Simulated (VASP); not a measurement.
```xyz
2
Lattice="0.0000 2.4278 2.4278 2.4278 0.0000 2.4278 2.4278 2.4278 0.0000" Properties=species:S:1:pos:R:3 pbc="T T T"
Y      0.0000     0.0000     0.0000
N      2.4278     2.2778     2.4278
```

Level of theory: PBEsol GGA, VASP's PBE PAW potentials (set 64) (plane waves; VASP). Run with 600 eV cut-off, 10×10×10 Γ-centred mesh, Gaussian smearing of 0.050 eV, potentials Y_sv N.

Question: Give the force on each atom (eV/Å).

Answer: 
```tsv
atom	Fx	Fy	Fz
Y1	0.000	-0.483	0.000
N2	0.000	0.483	0.000
```

Question: Give the stress tensor in GPa (positive for a compressed cell).

Answer: 
```
-0.90   0.00   0.00
 0.00   4.14   0.00
 0.00   0.00  -0.90
```
The pressure is its mean diagonal, 0.78 GPa.

The compound is YN in the rock salt structure. This cell was strained or had an atom moved on purpose.
